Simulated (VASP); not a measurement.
**Iridium: structure and properties in VASP**

Aim: relax Iridium, then compute properties on the relaxed cell. The steps: full relaxation (optB86b-vdW), second relaxation, density, ELF and potential (optB86b-vdW), band structure (optB86b-vdW), total and projected DOS (optB86b-vdW), volume scan with optB86b-vdW, fit for optB86b-vdW and bands along the symmetry lines (optB86b-vdW + SOC). Left out of this account: 1 further run (phonons: it ended without a result to show). The start is a cell from a database of measured crystal structures.

Method: optB86b-vdW; plane waves and PAW (Ir), in the first sound run; inputs show where later runs differ, in VASP 6.6.1.

## 1. The starting structure

Before any relaxation, the start is as follows. Symmetry: Fm-3m, No. 225, cubic system. Conventional cell: a = 3.839 Å, b = 3.839 Å, c = 3.839 Å, α = 90.00°, β = 90.00°, γ = 90.00°. Ir has 12 Ir at 2.71 Å nearest.

## 2. Full relaxation (optB86b-vdW)

Properties are meant for the cell that this level of theory prefers, so cell and atoms are relaxed first (ISIF = 3) until forces and stress are small; EDIFFG sets the threshold. optB86b-vdW pairs nonlocal correlation with a less repulsive exchange of B86b form. LUSE_VDW switches on a nonlocal correlation term for dispersion.

The input, INCAR:

```
SYSTEM = Ir
PREC = Accurate
ENCUT = 400
EDIFF = 1E-06
NELM = 100
ISMEAR = 1
SIGMA = 0.2
LREAL = .FALSE.
ALGO = Normal
GGA = MK
AGGAC = 0
LUSE_VDW = .TRUE.
PARAM1 = 0.1234
PARAM2 = 1
LASPH = .TRUE.
NBANDS = 10
LORBIT = 11
LWAVE = .FALSE.
LCHARG = .FALSE.
KPAR = 2
IBRION = 2
NSW = 60
ISIF = 3
EDIFFG = -0.01
```

The input, POSCAR:

```
Ir
1.0
    0.0000000000      1.9197000000      1.9197000000
    1.9197000000      0.0000000000      1.9197000000
    1.9197000000      1.9197000000      0.0000000000
Ir
1
Direct
    0.0000000000      0.0000000000      0.0000000000
```

The input, KPOINTS:

```
Automatic mesh
0
Gamma
10 10 10
0 0 0
```

The projector-augmented-wave data sets are Ir (PBE family, release 64).

Run with:

```bash
> mpirun -np 2 vasp_std
```

Output:

```text
[banner, memory and clock lines left out]
running    2 mpi-ranks, on    1 nodes
 distrk:  each k-point on    1 cores,    2 groups
 distr:  one band on    1 cores,    1 groups

 POSCAR found type information on POSCAR Ir
 POSCAR found :  1 types and       1 ions
|                                                                             |
|               ----> ADVICE to this user running VASP <----                  |
|                                                                             |
|     You have switched on vdW-DFT.                                           |
|     This routine was written and supplied by Jiri Klimes. We recommend      |
|     that you carefully read and cite the following publications:            |
|       J. Klimes, D.R. Bowler, A. Michelides                                 |
|          J. Phys.: Cond Matt. 22 022201 (2010)                              |
|       J. Klimes, D.R. Bowler, A. Michelides                                 |
|          Phys. Rev. B. 83, 195131 (2011)                                    |
|     and references therein.                                                 |
|                                                                             |

|                                                                             |
|               ----> ADVICE to this user running VASP <----                  |
|                                                                             |
|     You enforced a specific xc type in the INCAR file but a different       |
|     [... a line on the potential file left out ...]
|     I HOPE YOU KNOW WHAT YOU ARE DOING!                                     |
|                                                                             |

 LDA part: xc-table for (Slater+PW92), standard interpolation
 POSCAR, INCAR and KPOINTS ok, starting setup
 FFT: planning ... GRIDC
 FFT: planning ... GRID_SOFT
 FFT: planning ... GRID
 WAVECAR not read
 entering main loop
       N       E                     dE             d eps       ncg     rms          rms(c)
DAV:   1     0.388747151386E+02    0.38875E+02   -0.38105E+03   988   0.659E+02
DAV:   2    -0.645553445300E+01   -0.45330E+02   -0.41727E+02   982   0.174E+02
DAV:   3    -0.714457045071E+01   -0.68904E+00   -0.68684E+00  1110   0.251E+01
DAV:   4    -0.715069375002E+01   -0.61233E-02   -0.61228E-02  1054   0.230E+00
DAV:   5    -0.715081323938E+01   -0.11949E-03   -0.11949E-03  1090   0.301E-01    0.152E+01
DAV:   6    -0.669198999452E+01    0.45882E+00   -0.79655E-01  1032   0.107E+01    0.620E+00
DAV:   7    -0.660686872183E+01    0.85121E-01   -0.25397E-01  1136   0.560E+00    0.144E+00
DAV:   8    -0.660391763542E+01    0.29511E-02   -0.20377E-03  1018   0.465E-01    0.100E+00
DAV:   9    -0.660075407289E+01    0.31636E-02   -0.20421E-03  1056   0.612E-01    0.166E-02
DAV:  10    -0.660075989036E+01   -0.58175E-05   -0.12522E-05  1310   0.320E-02    0.316E-02
DAV:  11    -0.660076054597E+01   -0.65561E-06   -0.97728E-07   672   0.133E-02
   1 F= -.66007605E+01 E0= -.66004959E+01  d E =-.660076E+01
 curvature:   0.00 expect dE= 0.000E+00 dE for cont linesearch  0.000E+00
 trial: gam= 0.00000 g(F)=  0.000E+00 g(S)=  0.456E-01 ort = 0.000E+00 (trialstep = 0.100E+01)
 search vector abs. value=  0.456E-01
 bond charge predicted
       N       E                     dE             d eps       ncg     rms          rms(c)
DAV:   1    -0.688559429912E+01   -0.28483E+00   -0.10805E+01  1012   0.454E+01    0.396E+00
DAV:   2    -0.656727163477E+01    0.31832E+00   -0.86612E-01  1028   0.108E+01    0.216E+00
DAV:   3    -0.654302433922E+01    0.24247E-01   -0.96220E-02  1188   0.315E+00    0.107E+00
DAV:   4    -0.654313367724E+01   -0.10934E-03   -0.21749E-03  1068   0.348E-01    0.291E-01
DAV:   5    -0.654327891032E+01   -0.14523E-03   -0.26791E-04  1184   0.107E-01    0.254E-02
DAV:   6    -0.654329435927E+01   -0.15449E-04   -0.69714E-06  1082   0.157E-02    0.971E-04
DAV:   7    -0.654329434614E+01    0.13128E-07   -0.12575E-07   500   0.404E-03
   2 F= -.65432943E+01 E0= -.65430110E+01  d E =0.574662E-01
[...]
3 F= -.66053742E+01 E0= -.66051061E+01  d E =-.461366E-02
 curvature:  -0.11 expect dE=-0.343E-05 dE for cont linesearch -0.343E-05
 ZBRENT: interpolating
 opt :   0.2061  next Energy=    -6.605377 (dE=-0.462E-02)
 bond charge predicted
       N       E                     dE             d eps       ncg     rms          rms(c)
DAV:   1    -0.660538672324E+01   -0.12872E-04   -0.30336E-04  1012   0.244E-01    0.277E-02
DAV:   2    -0.660537889380E+01    0.78294E-05   -0.18444E-05  1010   0.518E-02    0.974E-03
DAV:   3    -0.660537814546E+01    0.74834E-06   -0.35415E-06   616   0.205E-02
   4 F= -.66053781E+01 E0= -.66051101E+01  d E =-.461760E-02
 curvature:  -0.10 expect dE=-0.856E-08 dE for cont linesearch -0.856E-08
 trial: gam= 0.00000 g(F)=  0.115E-69 g(S)=  0.831E-07 ort =-0.615E-04 (trialstep = 0.841E+00)
 search vector abs. value=  0.832E-07
 reached required accuracy - stopping structural energy minimisation
```

Wall time 33 s (2 MPI ranks of AMD EPYC 7R43, shared host); peak memory 0.35 GiB.

The logs omit lines about the potential files and the build; timing stands in the text.

OUTCAR, selected parts (step 2):

```text
ion  position               nearest neighbor table
   1  0.000  0.000  0.000-

  LATTYP: Found a face centered cubic cell.
 ALAT       =     3.8394000000

 Subroutine GETGRP returns: Found 48 space group operations
 (whereof 48 operations were pure point group operations)

The static configuration has the point symmetry O_h .

 Found     47 irreducible k-points:

   k-points           NKPTS =     47   k-points in BZ     NKDIM =     47   number of bands    NBANDS=     10

   dimension x,y,z NGX =    18 NGY =   18 NGZ =   18
   dimension x,y,z NGXF=    36 NGYF=   36 NGZF=   36

   ENCUT  =  400.0 eV  29.40 Ry    5.42 a.u.   4.43  4.43  4.43*2*pi/ulx,y,z

   NELECT =       9.0000    total number of electrons

 k-points in reciprocal lattice and weights: Automatic mesh
   0.00000000  0.00000000  0.00000000       0.001
   0.10000000  0.00000000  0.00000000       0.008
   0.20000000  0.00000000  0.00000000       0.008
   0.30000000  0.00000000  0.00000000       0.008
   0.40000000  0.00000000  0.00000000       0.008
   0.50000000  0.00000000  0.00000000       0.004
   0.10000000  0.10000000  0.00000000       0.006
   0.20000000  0.10000000  0.00000000       0.024
   0.30000000  0.10000000  0.00000000       0.024
[...]
-0.30000000  0.40000000  0.20000000       0.024
  -0.30000000  0.50000000  0.20000000       0.012

 average (electrostatic) potential at core
       1 -48.9554

 E-fermi :  10.1007

 k-point     1 :       0.0000    0.0000    0.0000
  band No.  band energies     occupation
    ...
      2       6.2364      2.00000
      3       6.2364      2.00000
      4       6.2364      2.00000
      5       8.8569      2.00000
      6       8.8570      2.00000
      7      24.5150      0.00000
      8      29.9333      0.00000
      9      29.9333      0.00000
     10      29.9333      0.00000

 k-point     2 :       0.1000    0.0000    0.0000
  band No.  band energies     occupation
    ...
      2       6.0254      2.00000
      3       6.4131      2.00000
      4       6.4131      2.00000
      5       8.7542      2.00000
      6       8.7542      2.00000
      7      25.2300      0.00000
      8      28.0654      0.00000
      9      30.6343      0.00000
     10      30.6343      0.00000

 k-point     3 :       0.2000    0.0000    0.0000
  band No.  band energies     occupation
    ...
      2       5.6994      2.00000
      3       6.6838      2.00000
      4       6.6838      2.00000
      5       8.7730      2.00000
      6       8.7730      2.00000
      7      25.2245      0.00000
      8      26.6913      0.00000
      9      32.5110      0.00000
     10      32.5110      0.00000

Total vdW correction in eV:      1.0818205

  Total       -0.0007576     -0.0007576     -0.0007576      0.0000000     -0.0000000     -0.0000000
  in kB       -0.0843703     -0.0843703     -0.0843703      0.0000000     -0.0000000     -0.0000000
  external PRESSURE =      -0.0843703 kB  Pullay stress =       0.0000000 kB

  energy-cutoff  :      400.00
  volume of cell :       14.39
      direct lattice vectors                 reciprocal lattice vectors
     0.000000000  1.930414550  1.930414550    -0.259011724  0.259011724  0.259011724
     1.930414550 -0.000000000  1.930414550     0.259011724 -0.259011724  0.259011724
     1.930414550  1.930414550  0.000000000     0.259011724  0.259011724 -0.259011724

 POSITION                                       TOTAL-FORCE (eV/Angst)
 -----------------------------------------------------------------------------------
      0.00000      0.00000      0.00000         0.000000      0.000000      0.000000
 -----------------------------------------------------------------------------------
    total drift:                                0.000000      0.000000      0.000000

  FREE ENERGIE OF THE ION-ELECTRON SYSTEM (eV)
  ---------------------------------------------------
  free  energy   TOTEN  =        -6.6053781455 eV

  energy  without entropy=       -6.6045739969  energy(sigma->0) =       -6.60511010

Total vdW correction in eV:      1.0818204

 reached required accuracy - stopping structural energy minimisation

 total charge
# of ion       s       p       d       tot
------------------------------------------
    1        0.663   0.712   6.971   8.347

[... 3 further parts left out ...]
```

CONTCAR:

```
Ir
   1.00000000000000
     0.0000000000000000    1.9304145496279470    1.9304145496279470
     1.9304145496279470   -0.0000000000000000    1.9304145496279470
     1.9304145496279470    1.9304145496279470    0.0000000000000000
  Ir
     1
Direct
     0.0000000000000000    0.0000000000000000    0.0000000000000000
```

This run has no spin polarisation. Its electron count is odd, so without a moment it is a metal by construction. The k-mesh is coarse for a metal. The PAW data sets were made with PBE, which is usual practice but a small mismatch for other functionals. The run keeps the 48 symmetry operations of its start, so it cannot find a distortion of lower symmetry.

The steps of the relaxation:

```tsv
step	energy less that of the first step (eV)	largest force (eV/Å)	pressure (GPa)	volume (Å³)
1	0.0000	0.0000	6.36	14.15
2	0.0575	0.0000	-19.76	15.33
3	-0.0046	0.0000	-0.16	14.39
4	-0.0046	0.0000	-0.01	14.39
```

```tsv
conventional cell, symmetrised	before	after	change
a (Å)	3.839	3.861	+0.6 %
b (Å)	3.839	3.861	+0.6 %
c (Å)	3.839	3.861	+0.6 %
volume (Å³/atom)	14.15	14.39	+1.7 %
```

Final coordinates:

```xyz
1
Lattice="0.0000 1.9304 1.9304 1.9304 0.0000 1.9304 1.9304 1.9304 0.0000" Properties=species:S:1:pos:R:3 pbc="T T T"
Ir    0.0000    0.0000    0.0000
```

This step gave:

```
electrons                       : 9
bands                           : 10
irreducible k-points            : 47
symmetry operations             : 48
free energy (TOTEN)             : -6.605 eV
energy at zero smearing         : -6.605 eV
Fermi energy                    : 10.10 eV
pressure                        : -0.008437 GPa
metallic                        : yes
SCF cycles over all ionic steps : 28
```

It ends with forces that vanish by symmetry and a pressure of -0.01 GPa. The volume lies +1.7 % from that of the database's start.

## 3. Second relaxation

The basis stayed that of the start cell while the cell moved. A rerun from the cell reached resets it; the error of the finite cutoff stays.

INCAR is that of step 2.

The input, POSCAR:

```
Ir
1.0
    0.0000000000      1.9304145496      1.9304145496
    1.9304145496      0.0000000000      1.9304145496
    1.9304145496      1.9304145496      0.0000000000
Ir
1
Direct
    0.0000000000      0.0000000000      0.0000000000
```

KPOINTS is that of step 2.

Run with:

```bash
> mpirun -np 2 vasp_std
```

Output:

```text
[banner, memory and clock lines left out]
running    2 mpi-ranks, on    1 nodes
 distrk:  each k-point on    1 cores,    2 groups
 distr:  one band on    1 cores,    1 groups

 POSCAR found type information on POSCAR Ir
 POSCAR found :  1 types and       1 ions
 [... a notice as in an earlier step ...]

 [... a notice as in an earlier step ...]

 LDA part: xc-table for (Slater+PW92), standard interpolation
 POSCAR, INCAR and KPOINTS ok, starting setup
 FFT: planning ... GRIDC
 FFT: planning ... GRID_SOFT
 FFT: planning ... GRID
 WAVECAR not read
 entering main loop
       N       E                     dE             d eps       ncg     rms          rms(c)
DAV:   1     0.384700684094E+02    0.38470E+02   -0.36844E+03   988   0.651E+02
DAV:   2    -0.650979322008E+01   -0.44980E+02   -0.42248E+02   976   0.172E+02
DAV:   3    -0.715812305717E+01   -0.64833E+00   -0.64664E+00  1104   0.248E+01
DAV:   4    -0.716392163031E+01   -0.57986E-02   -0.57977E-02  1034   0.226E+00
DAV:   5    -0.716404261974E+01   -0.12099E-03   -0.12099E-03  1106   0.310E-01    0.145E+01
DAV:   6    -0.669405833238E+01    0.46998E+00   -0.84438E-01  1036   0.110E+01    0.583E+00
DAV:   7    -0.661137944908E+01    0.82679E-01   -0.25472E-01  1132   0.557E+00    0.144E+00
DAV:   8    -0.660856364541E+01    0.28158E-02   -0.20102E-03  1010   0.457E-01    0.102E+00
DAV:   9    -0.660537934695E+01    0.31843E-02   -0.20213E-03  1058   0.606E-01    0.162E-02
DAV:  10    -0.660538529958E+01   -0.59526E-05   -0.12220E-05  1302   0.316E-02    0.313E-02
DAV:  11    -0.660538612853E+01   -0.82894E-06   -0.10204E-06   710   0.134E-02
   1 F= -.66053861E+01 E0= -.66051181E+01  d E =-.660539E+01
 curvature:   0.00 expect dE= 0.000E+00 dE for cont linesearch  0.000E+00
 trial: gam= 0.00000 g(F)=  0.000E+00 g(S)=  0.245E-06 ort = 0.000E+00 (trialstep = 0.100E+01)
 search vector abs. value=  0.245E-06
 reached required accuracy - stopping structural energy minimisation
```

The job ended after 12 s (2 MPI ranks; peak memory 0.35 GiB).

OUTCAR, selected parts (step 3):

```text
  LATTYP: Found a face centered cubic cell.
 ALAT       =     3.8608290992

The static configuration has the point symmetry O_h .

 Found     47 irreducible k-points:

   ENCUT  =  400.0 eV  29.40 Ry    5.42 a.u.   4.45  4.45  4.45*2*pi/ulx,y,z

   NELECT =       9.0000    total number of electrons

 E-fermi :  10.1008

 k-point     1 :       0.0000    0.0000    0.0000
  band No.  band energies     occupation
    ...
      2       6.2364      2.00000
      3       6.2364      2.00000
      4       6.2364      2.00000
      5       8.8570      2.00000
      6       8.8570      2.00000
      7      24.5150      0.00000
      8      29.9334      0.00000
      9      29.9334      0.00000
     10      29.9334      0.00000

 k-point     2 :       0.1000    0.0000    0.0000
  band No.  band energies     occupation
    ...
      2       6.0254      2.00000
      3       6.4132      2.00000
      4       6.4132      2.00000
      5       8.7542      2.00000
      6       8.7542      2.00000
      7      25.2301      0.00000
      8      28.0655      0.00000
      9      30.6344      0.00000
     10      30.6344      0.00000

Total vdW correction in eV:      1.0818262

  Total       -0.0013002     -0.0013002     -0.0013002      0.0000000     -0.0000000      0.0000000
  in kB       -0.1447874     -0.1447874     -0.1447874      0.0000000     -0.0000000      0.0000000
  external PRESSURE =      -0.1447874 kB  Pullay stress =       0.0000000 kB

  energy-cutoff  :      400.00
  volume of cell :       14.39
      direct lattice vectors                 reciprocal lattice vectors
     0.000000000  1.930414550  1.930414550    -0.259011724  0.259011724  0.259011724
     1.930414550  0.000000000  1.930414550     0.259011724 -0.259011724  0.259011724
     1.930414550  1.930414550  0.000000000     0.259011724  0.259011724 -0.259011724

 POSITION                                       TOTAL-FORCE (eV/Angst)
 -----------------------------------------------------------------------------------
      0.00000      0.00000      0.00000         0.000000      0.000000      0.000000
 -----------------------------------------------------------------------------------
    total drift:                               -0.000000      0.000000      0.000000

  FREE ENERGIE OF THE ION-ELECTRON SYSTEM (eV)
  ---------------------------------------------------
  free  energy   TOTEN  =        -6.6053861285 eV

  energy  without entropy=       -6.6045821812  energy(sigma->0) =       -6.60511815

Total vdW correction in eV:      1.0818254

[... 7 parts as in an earlier step ...]

[... 5 further parts left out ...]
```

CONTCAR:

```
Ir
   1.00000000000000
     0.0000000000000000    1.9304145496000000    1.9304145496000000
     1.9304145496000000    0.0000000000000000    1.9304145496000000
     1.9304145496000000    1.9304145496000000    0.0000000000000000
  Ir
     1
Direct
     0.0000000000000000    0.0000000000000000    0.0000000000000000
```

Little changed from the start: no atom moved by 0.005 Å and no cell edge by 0.1 %.

This step gave:

- pressure: -0.01448 GPa
- SCF cycles over all ionic steps: 11

It ends with forces that vanish by symmetry and a pressure of -0.01 GPa. The volume moved by under 0.01 %: the run met its threshold at the first step.

[end of part 1 of 4]

[Lines on the potential files, build, host, timing and source positions are cut from VASP's logs without a mark.]

[Logs are printed without paths, hosts, clocks, repeated set-up lines and the standing remarks that a program may print on its own settings, such as how far it seeks lower states.]

[Hosts, paths, dates, database ids (printed as entryN), source tags and the programs' standing remarks are cut or masked in the printed files.]

[A measured line is paired with the nearest computed mode of its activity, which favours agreement.]
